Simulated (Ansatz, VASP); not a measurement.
## RbP2 in VASP and in Ansatz

```
CELL_PARAMETERS angstrom
0.00000 3.56568 3.56568
3.56568 0.00000 3.56568
3.56568 3.56568 0.00000
ATOMIC_POSITIONS crystal
Rb 0.00000 0.00000 0.00000
P 0.25000 0.25000 0.25000
P 0.75000 0.75000 0.75000
```

Alike in both runs: functional PBE; k mesh 4 × 4 × 4; occupations gaussian, width 0.1 eV; no spin polarisation.

Ansatz relaxed the structure, and its values are those at the end. VASP's run is a single point on that final structure, the one shown.

```csv
,VASP,Ansatz
version,VASP 6.6.1,Ansatz 0.2.0
potentials or method,"VASP PAW PBE potentials, release 64 (Rb_sv, P)","scalar-relativistic, plane waves, PAW"
plane-wave cutoff (eV),520,420
valence electrons in the cell,19,19
```

|  | VASP | Ansatz | Ansatz less VASP |
| --- | --- | --- | --- |
| gap on the k mesh at the Fermi level (eV) | none | none | - |
| pressure (GPa) | 0.1 | 0.0 | -0.06 |

A gap of «none» marks a metal or a gap that the smearing closes.

Caveats: the k mesh is coarse (spacing up to 0.38 Å⁻¹), so the values aren't converged.
